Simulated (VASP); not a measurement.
Output of a VASP run:

### OSZICAR
```
       N       E                     dE             d eps       ncg     rms          rms(c)
DAV:   1     0.958032688035E+02    0.95803E+02   -0.72866E+03   720   0.828E+02
DAV:   2    -0.155999413945E+02   -0.11140E+03   -0.10840E+03   720   0.263E+02
DAV:   3    -0.201879549140E+02   -0.45880E+01   -0.44083E+01  1068   0.497E+01
DAV:   4    -0.203115939648E+02   -0.12364E+00   -0.12290E+00  1104   0.880E+00
DAV:   5    -0.203143006269E+02   -0.27067E-02   -0.27065E-02  1086   0.123E+00    0.876E+00
DAV:   6    -0.193652773186E+02    0.94902E+00   -0.37092E+00  1082   0.197E+01    0.302E+00
DAV:   7    -0.193200954717E+02    0.45182E-01   -0.11434E-01  1086   0.262E+00    0.186E+00
DAV:   8    -0.192967934455E+02    0.23302E-01   -0.48378E-02  1154   0.189E+00    0.324E-01
DAV:   9    -0.192965950154E+02    0.19843E-03   -0.14031E-02  1136   0.130E+00    0.222E-01
DAV:  10    -0.192959184623E+02    0.67655E-03   -0.29670E-03  1138   0.546E-01    0.453E-02
DAV:  11    -0.192959907867E+02   -0.72324E-04   -0.41345E-04  1142   0.178E-01    0.586E-02
DAV:  12    -0.192959099390E+02    0.80848E-04   -0.35350E-04  1066   0.196E-01    0.484E-03
DAV:  13    -0.192959109250E+02   -0.98603E-06   -0.77047E-06   968   0.188E-02
   1 F= -.19295911E+02 E0= -.19295431E+02  d E =-.143944E-02
```

**OUTCAR**
```
------------------------ aborting loop because EDIFF is reached ----------------------------------------
  FORCE on cell =-STRESS in cart. coord.  units (eV):
  Direction    XX          YY          ZZ          XY          YZ          ZX
  --------------------------------------------------------------------------------------
  Total        0.1250140      0.1250140      0.1250140      0.0000000      0.0000000     -0.0000000
  in kB        2.9061482      2.9061482      2.9061482      0.0000000      0.0000000     -0.0000000
  external PRESSURE =       2.9061482 kB  Pullay stress =       0.0000000 kB
  volume of cell :       68.92
      direct lattice vectors                 reciprocal lattice vectors
     4.100000000  0.000000000  0.000000000     0.243902439  0.000000000  0.000000000
     0.000000000  4.100000000  0.000000000     0.000000000  0.243902439  0.000000000
     0.000000000  0.000000000  4.100000000     0.000000000  0.000000000  0.243902439
 POSITION                                       TOTAL-FORCE (eV/Angst)
 -----------------------------------------------------------------------------------
      0.00000      0.00000      0.00000         0.000000      0.000000      0.000000
      0.00000      2.05000      2.05000         0.000000      0.000000      0.000000
      2.05000      0.00000      2.05000         0.000000      0.000000      0.000000
      2.05000      2.05000      0.00000         0.000000      0.000000      0.000000
 -----------------------------------------------------------------------------------
    total drift:                               -0.000000     -0.000000     -0.000000
  FREE ENERGIE OF THE ION-ELECTRON SYSTEM (eV)
  ---------------------------------------------------
  free  energy   TOTEN  =       -19.2959109250 eV

  energy  without entropy=      -19.2944714868  energy(sigma->0) =      -19.29543111
```
(Selected blocks of OUTCAR.)

### POSCAR
```
Al3Sc
1
    4.1000000000     0.0000000000     0.0000000000
    0.0000000000     4.1000000000     0.0000000000
    0.0000000000     0.0000000000     4.1000000000
Sc Al
1 3
Direct
  0.0000000000   0.0000000000   0.0000000000
  0.0000000000   0.5000000000   0.5000000000
  0.5000000000   0.0000000000   0.5000000000
  0.5000000000   0.5000000000   0.0000000000
```

Task: Write an INCAR and KPOINTS that could have produced this output.

Result: One answer among several that fit: the input of the run itself, PBE GGA, plane waves, VASP's PBE PAW potentials (set 64).

### INCAR
```
! general
SYSTEM   =  Al3Sc
PREC     =  Accurate
ENCUT    =  400   ! plane-wave cut-off (eV)
LREAL    =  .FALSE.
LASPH    =  .TRUE.
NBANDS   =  18

! electronic loop
EDIFF    =  1E-6
NELM     =  100
ALGO     =  Normal   ! blocked Davidson
LMAXMIX  =  4   ! l cut-off of mixed one-centre charges

! smearing
ISMEAR   =  1
SIGMA    =  0.1   ! width (eV)

! functional
GGA      =  PE

! ions
ISIF     =  2   ! forces and stress, cell fixed

! output
LWAVE    =  .FALSE.
LCHARG   =  .FALSE.
```

### KPOINTS
```
Automatic mesh
0
Gamma
7 7 7
0 0 0
```

POTCAR, in this order: Sc_sv Al (PBE.64 set). Program: vasp_std.

The compound is Al3Sc in the L1_2 structure. The cell was not relaxed at this level. The run is one of a series of settings (NBANDS = 18 against the base run), some of them coarse on purpose.
